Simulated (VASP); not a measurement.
```yaml
crystal:
  lattice:
    - [1.90129, -3.28331, 0.00000]
    - [1.90129, 3.28331, 0.00000]
    - [0.00000, 0.00000, 6.31069]
  atoms:
    - { symbol: Sn, position: [0.00000, 0.00000, 0.00000] }
    - { symbol: Se, position: [0.33333, 0.66667, 0.25000] }
    - { symbol: Se, position: [0.68830, 0.35497, 0.75000] }
```

Level of theory: PBE GGA, VASP's PBE PAW potentials (set 64) (plane waves; VASP 6.6.1). Settings: 520 eV cut-off, 6×6×3 Γ-centred mesh, Gaussian smearing of 0.050 eV, potentials Sn Se.

Question: Which forces act on the atoms, in eV/Å?

Answer: 
```csv
atom,Fx,Fy,Fz
Sn1,0.243,0.031,0.038
Se2,0.050,-0.009,0.318
Se3,-0.293,-0.022,-0.356
```

Question: Give the stress tensor in GPa (positive for a compressed cell).

Answer: 
```
3.85  0.21  0.95
0.21  4.06  0.05
0.95  0.05  3.57
```
The pressure is its mean diagonal, 3.83 GPa.

The compound is SnSe2 in the 1T layered structure. The cell was not relaxed at this level, atoms are displaced from their ideal sites. The run is one of a series of settings (ENCUT = 520, POTCAR Sn Se (PBE.64 set) against the base run), some of them coarse on purpose.
